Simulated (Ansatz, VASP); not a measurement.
# Cross-check of TiTe2 (fluorite type (invented)) between VASP and Ansatz, part 2 of 2

Wanted: the spread between two codes on one cell, functional and k mesh. The cell is generated by rule, not measured, and may not be a known phase. The cell is taken from a series of runs on this material, whose earlier steps may have relaxed, scaled, displaced or heated it; both programs get it as it stands.

VASP 6.6.1 and Ansatz 0.2.0.

So far: The structure; VASP: relaxation of cell and atoms, PBEsol.

## (3) Ansatz: relaxation of cell and atoms, PBEsol

Level of this step: Ansatz beside VASP: Kohn-Sham DFT, plane waves, PBEsol (Ansatz).

Ansatz runs on its default PAW (the set named soft_2) files.

The same cell, functional, mesh and smearing now go to Ansatz, which takes its cutoff from its data sets.

input.yaml

```yaml
crystal:
  lattice:
    - [0.0, 3.3805, 3.3805]
    - [3.3805, 0.0, 3.3805]
    - [3.3805, 3.3805, 0.0]
  atoms:
    - { symbol: Ti, position: [0.0, 0.0, 0.0] }
    - { symbol: Te, position: [0.25, 0.25, 0.25] }
    - { symbol: Te, position: [0.75, 0.75, 0.75] }
kpoints:
  mp_grid: { grid: [12, 12, 12] }
hamiltonian:
  xc: pbesol
scf:
  occupations: { method: gaussian, width: 0.1 }
output:
  forces: true
  stress: true
  eigenvalues: true
relax:
  adjacent_minimum: "off"
  f_tol: 0.005
  max_steps: 80
  cell: { stress_tol: 0.05 }
```

On the command line:

```bash
$ ansatz run input.yaml --threads 2 --pin off --max-ram 5120MiB --backend cpu --events-out ev --progress --plain --runs-dir out
```

Numbers of over 12 decimals in the logs are rounded to 6 here.

Log:

```text
Engine: ansatz 0.2.0, aarch64-unknown-linux-gnu
Pseudopotentials: kind: paw
Pseudopotential: Ti, paw, valence charge 12, recommended cutoff 420 eV (normal), Ti.paw.azcp
Pseudopotential: Te, paw, valence charge 16, recommended cutoff 420 eV (normal), Te.paw.azcp
Functional definition: PBEsol
  exchange = pbesol_x
  correlation = pbesol_c
Crystal: 3 atoms, lattice volume = 77.263 Å³
Basis set: ecut = 420 eV, 1459 PW (Γ), exchange–correlation on 64×64×64 points (8 copies of the dense FFT grid, shifted against one another)
Bands: 27, of which v1, the nominal top of the filled ones, is band 22 counted from 1 (21 counted from 0)
Symmetry: 48 space group operations
Space group: Fm-3m (ITA 225), of the structure as read, at distance tolerance 4.3e-5 Å
k-points: 72 of 1728
Non-local potential: Ti, projectors of the file, l = 0: 3, l = 1: 2, l = 2: 3, l = 3: 1
Non-local potential: Te, projectors of the file, l = 0: 2, l = 1: 2, l = 2: 2, l = 3: 2
PAW form: soft (Blöchl's): semilocal exchange-correlation on the pseudo side does not see the compensation charge
PAW frozen core: Ti, regenerated for the run's functional, and the local potential with it (the file was generated under x = pbe(κ = 0.804, μ = 0.219515), c = pbe(β = 0.066725))
PAW frozen core: Te, regenerated for the run's functional, and the local potential with it (the file was generated under x = pbe(κ = 0.804, μ = 0.219515), c = pbe(β = 0.066725))
PAW one-centre angular grid: Ti, 590 points (default); XC on 64 Gauss nodes
PAW one-centre angular grid: Te, 590 points (default); XC on 64 Gauss nodes
Initial density: superposition of atomic densities (neutral atoms: chi_scale 0, normalization atom), corrected by the library's trained network
Initial wavefunctions: pseudopotential atomic-orbital guess
Functional: x = pbesol(κ = 0.804, μ = 0.123457), c = pbesol(β = 0.046)
SCF iter   1: F=—  HF=-16277.907854 eV  |F-HF|=—  |Δ(HF+E_count)|=         —  Δρ=3.74e-3  dr2=8.09e-3  ethr=1.77e-3  ⟨swp⟩=5.6  Hψ=8427  notcnv=0
preconditioner: auto → LDOS  [metal: Δε(μ)=0.027 eV  Ē_g=6.529 eV  σ=0.100 eV  W_gap=0.15  n_scr=14 (ndim 8)  ℏωp=16.9 eV  f_vac=0.038  D(μ)=5.47/eV (n_scr^D=58)  β→1.0]
SCF iter   2: F=—  HF=-16277.908293 eV  |F-HF|=—  |Δ(HF+E_count)|=   4.39e-4  Δρ=2.13e-3  dr2=4.99e-3  ethr=1.84e-5  ⟨swp⟩=2.0  Hψ=3892  notcnv=0
SCF iter   3: F=—  HF=-16277.907692 eV  |F-HF|=—  |Δ(HF+E_count)|=   6.00e-4  Δρ=2.81e-4  dr2=4.44e-5  ethr=1.13e-5  ⟨swp⟩=1.5  Hψ=2004  notcnv=0
SCF iter   4: F=—  HF=-16277.907715 eV  |F-HF|=—  |Δ(HF+E_count)|=   2.30e-5  Δρ=8.66e-5  dr2=9.52e-6  ethr=1.01e-7  ⟨swp⟩=2.0  Hψ=2685  notcnv=0
SCF iter   5: F=—  HF=-16277.907716 eV  |F-HF|=—  |Δ(HF+E_count)|=   5.34e-7  Δρ=4.77e-5  dr2=2.23e-6  ethr=2.16e-8  ⟨swp⟩=1.2  Hψ=1985  notcnv=0
SCF iter   6: F=-16277.907715 eV  HF=-16277.907716 eV  |F-HF|=5.70e-8  |Δ(HF+E_count)|=   2.93e-7  Δρ=8.10e-6  dr2=7.83e-8  ethr=2.27e-10  ⟨swp⟩=4.1  Hψ=8057  notcnv=0
SCF 1 converged in 6 iterations: F = -16277.907715 eV  dr2 = 7.83e-8
  greatest PAW one-centre occupation: 0.999 electrons in one spin orbital (limit 2), on the Ti atom at site 0 (counted from 0), in its partial waves of l = 0
relax step   1: F+E_penalty+E_count = -16277.90771549 eV  Δ(F+E_penalty+E_count) = +0.000e0 eV  max|allowed force component| = 2.891e-19 eV/Å  Δτ_max = 0.0000 Å  P = +0.597 GPa  Ω = 77.263 Å³  (6 SCF iters, dr2 threshold 1.00e-7 eV, accepted)
[...]
relax step   2: F+E_penalty+E_count = -16277.90789215 eV  Δ(F+E_penalty+E_count) = -1.767e-4 eV  max|allowed force component| = 1.156e-18 eV/Å  Δτ_max = 0.0000 Å  P = -0.484 GPa  Ω = 78.454 Å³  energy of the carried Pulay correction = -1.930e-4 eV  (6 SCF iters, dr2 threshold 3.00e-7 eV, accepted)
[...]
relax step   3: F+E_penalty+E_count = -16277.90880684 eV  Δ(F+E_penalty+E_count) = -9.147e-4 eV  max|allowed force component| = 1.590e-18 eV/Å  Δτ_max = 0.0000 Å  P = -0.006 GPa  Ω = 77.916 Å³  energy of the carried Pulay correction = -1.062e-4 eV  (6 SCF iters, dr2 threshold 3.00e-7 eV, accepted)
[...]
relax step   4: F+E_penalty+E_count = -16277.90891160 eV  Δ(F+E_penalty+E_count) = -1.048e-4 eV  max|allowed force component| = 1.542e-18 eV/Å  Δτ_max = 0.0000 Å  P = -0.006 GPa  Ω = 77.916 Å³  stress off target by 6.19e-3 GPa  SCF on the basis re-selected at this cell (its energy is not comparable with the rows above)  (5 SCF iters)
basis re-selected at this cell: Δ(F+E_penalty+E_count) = -1.048e-4 eV, ΔP = -0.000 GPa vs the last step (what re-selecting the basis moved, of the pressure what is left beyond the Pulay correction that the steps carried, after the strain that the cell walked since its last selection, with what the two solves' SCF thresholds leave and, on support functions, any second-order correction that the steps lacked; it is no measure of the basis error at this ecutwfc). The dense FFT grid was sized anew with the basis: this SCF ran on 36×36×36 points, the steps before it on 32×32×32, so part of this shift can come from that change (see relax.cell in the input reference). [rest of the remark cut]
SCF converged after 5 iterations
Free energy (F): -16277.908912 eV
Harris-Foulkes:  -16277.908912 eV  (|F-HF|=2.36e-11)
Internal energy: -16277.880872 eV  (E = F + TS)
E sigma→0 (E₀):  -16277.894892 eV
Entropy (-TS):   -0.028040 eV (-9.347 meV/atom)
Fermi energy:    11.268655 eV
--- Per-component energies (eV) ---
  E_band       = -643.502504
  E_kinetic    = 635.285207
  E_local      = -3252.774925  (includes V_loc(G=0)·N_el)
  E_nonlocal   = -604.695978
  E_hartree    = 1920.708327
  E_xc         = -344.479210
  E_vxc        = -331.217455  (∫ρ·V_xc dr)
  E_paw        = -10192.390441  (= ΣΔE_a)
  E_vpaw       = -931.515776  (= ΣTr[D̂ρ^β])
  E_aug_tail   = -0.000295  (compensation charges beyond the density's cutoff)
  E_ewald      = -4440.422571
  E_core_change = 0.889015  (= ΣΔE_core)
  E_smearing   = -0.028040  (= −TS)
  E_closure    = -0.000000  (closes the sum)
  Σ components = -16277.908912   (vs F -16277.908912, Δ=0.00e0)
--- Forces (eV/Å), atoms counted from 1 ---
  atom   1  Ti    -0.00000000     0.00000000     0.00000000
  atom   2  Te     0.00000000    -0.00000000     0.00000000
  atom   3  Te    -0.00000000     0.00000000    -0.00000000
  max |Σ_I F_I| component: 5.78e-19 eV/Å
--- Stress (GPa, compression-positive) ---
       -0.006191      -0.000000      -0.000000
       -0.000000      -0.006191       0.000000
       -0.000000       0.000000      -0.006191
  P = ⅓ Tr σ = -0.0062 GPa (-0.062 kbar)
--- Band table (eV; the first three rows and the last of 72) ---
  k-point 0: bands = [... 18 lower, 6.8589, 11.0955, 11.0955, 11.0955, 11.0994, 11.0994, 13.6064, 13.6064, ... 1 higher]
  k-point 1: bands = [... 18 lower, 6.9946, 10.5872, 10.5872, 10.7972, 11.4919, 11.4919, 13.1908, 13.4782, ... 1 higher]
  k-point 2: bands = [... 18 lower, 7.3372, 10.0504, 10.0504, 10.1443, 11.6642, 11.6642, 12.7064, 13.3875, ... 1 higher]
  k-point 71: bands = [... 18 lower, 8.3686, 8.3686, 10.2007, 11.3760, 11.6424, 12.5713, 12.5713, 12.7642, ... 1 higher]
--- Relaxed structure (3 steps of the walk, 3 accepted, 1 SCFs on fresh bases) ---
  F+E_penalty+E_count = -16277.90891160 eV   max|allowed force component| = 1.542e-18 eV/Å   (the final SCF, on the basis selected at the relaxed cell)
  cell:  # Å, volume = 77.9164 Å³
    - [0, 3.389999, 3.389999]
    - [3.389999, 0, 3.389999]
    - [3.389999, 3.389999, 0]
  atoms:
    - { symbol: Ti, position: [0, 0, 0] }
    - { symbol: Te, position: [0.250000, 0.250000, 0.250000] }
    - { symbol: Te, position: [0.75, 0.75, 0.75] }
```

Reading the cycles: dr2 is the Hartree energy of the density residual (eV), the measure of convergence; HF is the Harris–Foulkes estimate of the energy, which meets the free energy F at convergence.

## (4) Differences

Known differences besides the potentials themselves: the data sets hold 44 valence electrons in Ansatz (on its default PAW (the set named soft_2) files) and 24 in VASP; the cutoff is 420 eV in Ansatz and 500 eV in VASP; Ansatz makes its cores anew for this functional, VASP keeps those of its PBE data sets; Ansatz adds a Pulay correction to the stress that steers its cell, VASP none. Total energies have different zeros and are not compared.

The two programs side by side:

```
                                         quantity  Ansatz   VASP  difference
                                      volume (Å³)   77.92  78.01     -0.12 %
edge a after relaxation, in the typed setting (Å)   4.794  4.796     -0.04 %
```

## (5) Results

| Quantity | Value |
| --- | --- |
| difference in volume (relaxation of cell and atoms, PBEsol) | -0.12 % |

In words: The difference in volume is -0.12 % (relaxation of cell and atoms, PBEsol), within the 1.2 % picked in this series as the mark of a large difference, as far as the stopping tolerances let one tell. The data sets hold unlike numbers of valence electrons (44 in Ansatz and 24 in VASP), so part of the differences comes from the potentials. Such differences can come from data sets, numerical settings and the points named under the comparisons, not from the functional's error against experiment.

[Lines on the potential files, build, host, timing and source positions are cut from VASP's logs without a mark.]

[Logs are printed without paths, hosts, clocks, repeated set-up lines and the standing remarks that a program may print on its own settings, such as how far it seeks lower states.]

[Hosts, paths, dates, database ids (printed as entryN), source tags and the programs' standing remarks are cut or masked in the printed files.]
